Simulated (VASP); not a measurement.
The system is MgCd2Te3.

```
Mg Cd Te
1.0
     6.00639    0.00000    0.00000
    -3.00320    5.20169    0.00000
     0.00000    0.00000    6.58768
Mg Cd Te
1 2 3
Direct
  0.00000 0.00000 0.00000
  0.33333 0.66667 0.50000
  0.66667 0.33333 0.50000
  0.33333 0.66667 0.00000
  0.66667 0.33333 0.00000
  0.00000 0.00000 0.50000
```

The cell was built by a generator and needn't be a form met in nature.

| Item | Value |
| --- | --- |
| Program | VASP 6.6.1 |
| Task | relaxation of cell and atoms |
| Functional | PBE |
| Potentials or basis | VASP PAW PBE potentials, release 64 (Mg, Cd, Te) |
| Cutoff | 520 eV |
| k mesh | 3 × 3 × 2 |
| Occupations | gaussian, width 0.15 eV |
| Spin | no spin polarisation |

At the start: pressure -5.3 GPa; volume 34.30 Å³/atom.

Question: How do energy, volume and symmetry change on relaxing?

Answer: Over 6 steps the energy falls by 166.6 meV/atom and the volume is 27.99 Å³/atom (-18.4 %); space group P6/mmm (No. 191, to 0.05 Å).

Step by step:
```csv
step,energy change (eV),largest force (eV/Å),pressure (GPa),volume (Å³)
1,0.0000,0.0000,-5.25,205.82
2,-0.8525,0.0000,-1.83,174.04
3,-0.9331,0.0000,0.41,164.14
4,-0.9892,0.0000,0.84,163.86
5,-0.9896,0.0000,0.93,163.81
6,-0.9997,0.0000,0.01,167.93
```

Final structure:
```cif
data_structure
_symmetry_space_group_name_H-M 'P 1'
_symmetry_Int_Tables_number 1
_cell_length_a 5.7811
_cell_length_b 5.7811
_cell_length_c 5.8019
_cell_angle_alpha 90.000
_cell_angle_beta 90.000
_cell_angle_gamma 120.000
_cell_volume 167.93
loop_
_atom_site_label
_atom_site_type_symbol
_atom_site_fract_x
_atom_site_fract_y
_atom_site_fract_z
_atom_site_occupancy
Mg1 Mg 0.00000 0.00000 0.00000 1
Cd1 Cd 0.33333 0.66667 0.50000 1
Cd2 Cd 0.66667 0.33333 0.50000 1
Te1 Te 0.33333 0.66667 0.00000 1
Te2 Te 0.66667 0.33333 0.00000 1
Te3 Te 0.00000 0.00000 0.50000 1
```

Caveat: the k mesh is coarse (spacing up to 0.48 Å⁻¹), so the values aren't converged; the volume moved by over 15 % at a fixed basis, so the end points are rough.
